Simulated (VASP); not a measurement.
Here is the system:

```xyz
2
Lattice="0.0000 3.3220 3.3220 3.3220 0.0000 3.3220 3.3220 3.3220 0.0000" Properties=species:S:1:pos:R:3 pbc="T T T"
Pb     0.0000     0.0000     0.0000
S      1.6610     1.6610     1.6610
```

All values below come from PBE GGA, VASP's PBE PAW potentials (set 64) (plane waves; VASP). Run with 400 eV cut-off, Gaussian smearing of 0.050 eV, potentials Pb_d S.

Unless said otherwise, spin-orbit coupling is left out, though it shifts the bands of the heavy elements here.

Q: Give the energies of bands 7 to 13 at the high-symmetry points, in eV from the valence-band maximum.

A: 
| band | Γ | X | U | L | W |
|---|---|---|---|---|---|
| 7 | -5.99 | -8.05 | -8.00 | -7.66 | -8.03 |
| 8 | -1.67 | -2.83 | -3.25 | -2.16 | -3.08 |
| 9 | -1.67 | -2.83 | -2.63 | -2.16 | -3.04 |
| 10 | -1.67 | -0.45 | -0.33 | -1.88 | 0.00 |
| 11 | 2.50 | 0.84 | 1.86 | 3.20 | 2.58 |
| 12 | 2.50 | 5.02 | 4.14 | 3.20 | 2.77 |
| 13 | 2.50 | 5.02 | 4.41 | 3.56 | 4.94 |

The gap is indirect, 0.84 eV, from the valence maximum at W to the conduction minimum at X.

The structure was generated: PbS was put into the zinc blende type (F-43m), which need not be its known phase. It was relaxed first, which changed the volume by +51 %.
